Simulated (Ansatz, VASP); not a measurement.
## Ru2C: VASP beside Ansatz

INCAR

```
SYSTEM = Ru2C
ALGO     = Normal         ! electronic algorithm
EDIFF    = 1E-6           ! SCF threshold, eV
ENCUT    = 520            ! plane-wave cutoff, eV
GGA      = PE             ! functional
ISIF     = 2              ! what is computed and relaxed
ISMEAR   = 0              ! smearing method
ISPIN    = 2              ! spin polarisation
LASPH    = .True.         ! aspherical terms in the spheres
LCHARG   = .False.        ! write CHGCAR
LMAXMIX  = 4              ! l up to which the mixer works
LORBIT   = 11             ! projections on sites
LREAL    = .False.        ! projectors in reciprocal space
LWAVE    = .False.        ! write WAVECAR
MAGMOM   = 1 1 1 1 0 0    ! initial moments
NBANDS   = 45             ! bands
NELM     = 150            ! most SCF steps
PREC     = Accurate       ! precision mode
SIGMA    = 0.1            ! smearing width, eV
```

KPOINTS

```
k-points
0
Gamma
  4 4 4
  0 0 0
```

File POSCAR:

```
Ru2C
1.0
    0.0000000000      3.4938671135      3.4938671135
    3.4938671135      0.0000000000      3.4938671135
    3.4938671135      3.4938671135      0.0000000000
Ru C
4 2
Direct
    0.1250000000      0.1250000000      0.1250000000
    0.6250000000      0.1250000000      0.1250000000
    0.1250000000      0.1250000000      0.6250000000
    0.1250000000      0.6250000000      0.1250000000
    0.5000000000      0.5000000000      0.5000000000
    0.7500000000      0.7500000000      0.7500000000
```

Input for Ansatz:

```yaml
crystal:
  lattice:
    - [0.0, 3.4938671135, 3.4938671135]
    - [3.4938671135, 0.0, 3.4938671135]
    - [3.4938671135, 3.4938671135, 0.0]
  atoms:
    - { symbol: Ru, position: [0.125, 0.125, 0.125], spin: 1.0 }
    - { symbol: Ru, position: [0.625, 0.125, 0.125], spin: 1.0 }
    - { symbol: Ru, position: [0.125, 0.125, 0.625], spin: 1.0 }
    - { symbol: Ru, position: [0.125, 0.625, 0.125], spin: 1.0 }
    - { symbol: C, position: [0.5, 0.5, 0.5] }
    - { symbol: C, position: [0.75, 0.75, 0.75] }
basis:
  ecutwfc: 420
kpoints:
  mp_grid: { grid: [4, 4, 4] }
hamiltonian:
  xc: pbe
scf:
  occupations: { method: gaussian, width: 0.1 }
  lower_state_search: "off"
output:
  forces: true
  stress: true
  eigenvalues: true
  populations: true
magnetization:
  spin_polarized: true
```

Change from the starting cell: species swapped into the LaRu2 type (Fd-3m, No. 227).

Alike in both runs: task single point; functional PBE; k mesh 4 × 4 × 4; occupations gaussian, width 0.1 eV; collinear spin.

|  | VASP | Ansatz |
| --- | --- | --- |
| version | VASP 6.6.1 | Ansatz 0.2.0 |
| potentials or method | VASP PAW PBE potentials, release 64 (Ru_pv, C) | scalar-relativistic, plane waves, PAW |
| plane-wave cutoff (eV) | 520 | 420 |
| valence electrons in the cell | 64 | 72 |

```tsv
	VASP	Ansatz	Ansatz less VASP
gap on the k mesh at the Fermi level (eV)	none	none	-
pressure (GPa)	0.9	0.8	-0.15
net moment per atom (μB)	0.28	0.28	+0.004
size of the moment on the site where the two differ most (μB)	0.04	0.07	+0.030
```

Site moments also hang on the region over which each program counts them. A gap of «none» marks a metal or a gap that the smearing closes. The two sets of potentials don't hold the same shells in valence.

Caveats: the k mesh is coarse (spacing up to 0.39 Å⁻¹), so the values aren't converged.
